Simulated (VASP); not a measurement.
Consider the following.

```
GaAs
1.0
    0.00000     2.87260     2.87260
    2.87260     0.00000     2.87260
    2.87260     2.87260     0.00000
Ga As
1 1
Cartesian
  0.00000   0.00000   0.00000
  1.43630   1.43630   1.43630
```

Calculation: modified Becke-Johnson potential (mBJ) with spin-orbit coupling, VASP's PBE PAW potentials (set 64) (plane waves; VASP 6.6.1). Settings: 350 eV cut-off, 6×6×6 Γ-centred mesh, Gaussian smearing of 0.050 eV, potentials Ga_d As.

mBJ is a potential without an energy functional, so only the levels count.

Estimate the band gap (over mesh and band path) with the smallest direct gap where there is one.

The band gap (over mesh and band path) is 1.14 eV and the smallest direct gap (over mesh and band path) comes out as 1.14 eV.

Total energies compare only between runs with the same potentials, cut-off and functional.

The compound is GaAs in the zinc blende structure. It was relaxed first, which changed the volume by +5 %. The cell's shape comes from a PBE relaxation.
